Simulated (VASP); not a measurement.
Level of theory: PBE GGA, VASP's PBE PAW potentials (set 64) (plane waves; VASP).

VASP ran on this input.

POSCAR:
```
LiCl
1
    0.0000000000     2.5700000000     2.5700000000
    2.5700000000     0.0000000000     2.5700000000
    2.5700000000     2.5700000000     0.0000000000
Li Cl
1 1
Direct
  0.0000000000   0.0000000000   0.0000000000
  0.5000000000   0.5000000000   0.5000000000
```

**KPOINTS**
```
k-points along high-symmetry lines
15
Line-mode
Reciprocal
  0.000000   0.000000   0.000000 ! GAMMA
  0.500000   0.000000   0.500000 ! X

  0.500000   0.000000   0.500000 ! X
  0.625000   0.250000   0.625000 ! U

  0.375000   0.375000   0.750000 ! K
  0.000000   0.000000   0.000000 ! GAMMA

  0.000000   0.000000   0.000000 ! GAMMA
  0.500000   0.500000   0.500000 ! L

  0.500000   0.500000   0.500000 ! L
  0.500000   0.250000   0.750000 ! W

  0.500000   0.250000   0.750000 ! W
  0.500000   0.000000   0.500000 ! X
```

INCAR:
```
SYSTEM = LiCl
PREC = Accurate; ENCUT = 520; LREAL = F
LASPH = T; ICHARG = 11
EDIFF = 1E-6; NELM = 100; ALGO = Normal
ISMEAR = 0; SIGMA = 0.05
GGA = PE
LWAVE = F; LCHARG = F
```

POTCAR, in this order: Li_sv Cl (PBE.64 set). Program: vasp_std. Read from the step before: CHGCAR.

The run wrote:

OSZICAR:
```
       N       E                     dE             d eps       ncg     rms          rms(c)
DAV:   1     0.434417392552E+02    0.43442E+02   -0.42199E+03  1628   0.103E+03
DAV:   2    -0.525785088890E+01   -0.48700E+02   -0.45676E+02  2274   0.160E+02
DAV:   3    -0.696621264245E+01   -0.17084E+01   -0.17066E+01  2116   0.361E+01
DAV:   4    -0.699400144961E+01   -0.27789E-01   -0.27768E-01  2576   0.454E+00
DAV:   5    -0.699423045285E+01   -0.22900E-03   -0.22900E-03  2240   0.337E-01
DAV:   6    -0.699423257111E+01   -0.21183E-05   -0.21183E-05  2554   0.295E-02
DAV:   7    -0.699423258502E+01   -0.13905E-07   -0.13906E-07  2292   0.212E-03
   1 F= -.69942326E+01 E0= -.69942326E+01  d E =-.146744E-19
```

File OUTCAR:
```
 val. band max:        0.5369536075   @ k =   0.0804   0.0804   0.1607

 cond. band min:       6.8388153780   @ k =   0.0000   0.0000   0.0000



 k-point     1 :       0.0000    0.0000    0.0000
  band No.  band energies     occupation
      1     -42.9995      2.00000
      2     -12.8413      2.00000
      3       0.5339      2.00000
      4       0.5339      2.00000
      5       0.5339      2.00000
      6       6.8388      0.00000
      7      12.4670      0.00000
      8      12.4670      0.00000
      9      12.4670      0.00000

 k-point     2 :       0.0357    0.0000    0.0357
  band No.  band energies     occupation
      1     -42.9994      2.00000
      2     -12.8329      2.00000
      3       0.4921      2.00000
      4       0.5182      2.00000
      5       0.5182      2.00000
      6       6.9006      0.00000
      7      12.3598      0.00000
      8      12.4684      0.00000
      9      12.4684      0.00000

 k-point     3 :       0.0714    0.0000    0.0714
  band No.  band energies     occupation
      1     -42.9993      2.00000
      2     -12.8080      2.00000
      3       0.3709      2.00000
      4       0.4721      2.00000
      5       0.4721      2.00000
      6       7.0802      0.00000
      7      12.0773      0.00000
      8      12.4787      0.00000
      9      12.4790      0.00000

 k-point     4 :       0.1071    0.0000    0.1071
  band No.  band energies     occupation
      1     -42.9990      2.00000
      2     -12.7671      2.00000
      3       0.1814      2.00000
      4       0.3991      2.00000
      5       0.3991      2.00000
      6       7.3660      0.00000
      7      11.6953      0.00000
      8      12.3901      0.00000
      9      12.5112      0.00000

 k-point     5 :       0.1429    0.0000    0.1429
  band No.  band energies     occupation
      1     -42.9987      2.00000
      2     -12.7116      2.00000
      3      -0.0617      2.00000
      4       0.3042      2.00000
...
```

The density is held fixed in this step, so its total energy and stress have no physical meaning.

The compound is LiCl in the rock salt structure. The cell was not relaxed at this level.
